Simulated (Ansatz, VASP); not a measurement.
## Two plane-wave programs on YTeAs

The input INCAR:

```
ALGO = Normal
EDIFF = 1E-6
ENCUT = 520
GGA = PE
ISIF = 2
ISMEAR = -1
LASPH = True
LCHARG = False
LREAL = False
LWAVE = False
NBANDS = 31
NELM = 100
PREC = Accurate
SIGMA = 0.1
```

File KPOINTS:

```
k-points
0
Gamma
  5 5 5
```

The input POSCAR:

```
YTeAs
1.0
    0.0000000000      4.1697630000      0.0000000000
    4.1697630000      0.0000000000      0.0000000000
    2.0848820000      2.0848820000     -8.6578520000
As Te Y
2 2 2
Direct
    0.5000000000      0.0000000000      0.0000000000
    0.0000000000      0.5000000000      0.0000000000
    0.3095000000      0.3095000000      0.3810000000
    0.6905000000      0.6905000000      0.6190000000
    0.1145000000      0.1145000000      0.7710000000
    0.8855000000      0.8855000000      0.2290000000
```

Input for Ansatz:

```yaml
crystal:
  lattice:
    - [0.0, 4.169763, 0.0]
    - [4.169763, 0.0, 0.0]
    - [2.084882, 2.084882, -8.657852]
  atoms:
    - { symbol: As, position: [0.5, 0.0, 0.0] }
    - { symbol: As, position: [0.0, 0.5, 0.0] }
    - { symbol: Te, position: [0.3095, 0.3095, 0.381] }
    - { symbol: Te, position: [0.6905, 0.6905, 0.619] }
    - { symbol: "Y", position: [0.1145, 0.1145, 0.771] }
    - { symbol: "Y", position: [0.8855, 0.8855, 0.229] }
  symmetry: { tolerance: 0.0003 }
kpoints:
  mp_grid: { grid: [5, 5, 5], shift: [0, 0, 0] }
magnetization:
  spin_polarized: false
scf:
  occupations: { method: fermi_dirac }
  lower_state_search: "off"
hamiltonian:
  pseudopotentials: { kind: paw }
  xc: pbe
basis:
  ecutwfc: 420
output:
  forces: true
  stress: true
  eigenvalues: true
```

The cell was built by a generator and needn't be a form met in nature.

Alike in both runs: task single point; functional PBE; k mesh 5 × 5 × 5; no spin polarisation.

|  | VASP | Ansatz |
| --- | --- | --- |
| version | VASP 6.6.1 | Ansatz 0.2.0 |
| potentials or method | VASP PAW PBE potentials, release 64 (As, Te, Y_sv) | PAW plane waves |
| plane-wave cutoff (eV) | 520 | 420 |
| occupations | fermi-dirac, width 0.1 eV | fermi-dirac |
| valence electrons in the cell | 44 | 84 |

```csv
,VASP,Ansatz,Ansatz less VASP
gap on the k mesh at the Fermi level (eV),none,none,-
pressure (GPa),1.2,1.2,-0.01
largest component of the traceless stress (GPa),4.04,4.06,+0.015
rms of the force components (eV/Å),0.574,0.573,-0.0009
```

Atom by atom the forces differ by 0.001 eV/Å (rms over components). A gap of «none» marks a metal or a gap that the smearing closes. The two sets of potentials don't hold the same shells in valence.

Caveats: forces of over 1 eV/Å show positions far from the minimum, so gaps and moduli don't describe the material at rest. Spin-orbit coupling is left out, which matters for the levels of Te.
